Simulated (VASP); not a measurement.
VASP runs on Tc (hcp) share one base input (PBE GGA, plane waves, VASP's PBE PAW potentials (set 64)) and change the settings named in each case.

**POSCAR**
```
Tc
1
    1.3974000000    -2.4203680000     0.0000000000
    1.3974000000     2.4203680000     0.0000000000
    0.0000000000     0.0000000000     4.4778000000
Tc
2
Direct
  0.3333330000   0.6666670000   0.2500000000
  0.6666670000   0.3333330000   0.7500000000
```

**INCAR**
```
ALGO = Normal
EDIFF = 1E-6
ENCUT = 400
GGA = PE
ISIF = 2
ISMEAR = 1
LASPH = .True.
LCHARG = .False.
LMAXMIX = 4
LREAL = .False.
LWAVE = .False.
NELM = 100
PREC = Accurate
SIGMA = 0.1
SYSTEM = Tc
```

File KPOINTS:
```
Automatic mesh
0
Gamma
13 13 8
0 0 0
```

POTCAR, in this order: Tc_pv (PBE.64 set). Program: vasp_std.

```json
[
 {"change": "base run", "E(σ→0) (eV/atom)": "-10.3171", "−TS (eV)": "0.0000", "electronic steps": "11"},
 {"change": "NBANDS = 14", "E(σ→0) (eV/atom)": "-10.3136", "−TS (eV)": "0.0008", "electronic steps": "40"},
 {"change": "NBANDS = 15", "E(σ→0) (eV/atom)": "-10.3170", "−TS (eV)": "0.0001", "electronic steps": "13"},
 {"change": "NBANDS = 21", "E(σ→0) (eV/atom)": "-10.3171", "−TS (eV)": "0.0000", "electronic steps": "11"},
 {"change": "NBANDS = 34", "E(σ→0) (eV/atom)": "-10.3171", "−TS (eV)": "0.0000", "electronic steps": "11"}
]
```

Left out are runs that ran out of time, are held back, or changed the cell or the kind of run, fixed moments of cells without a moment, rows past the twelfth, gaps on odd meshes, pressures of charged cells and columns that move by less than the noise.

The compound is Tc in the hcp structure. The cell was not relaxed at this level.
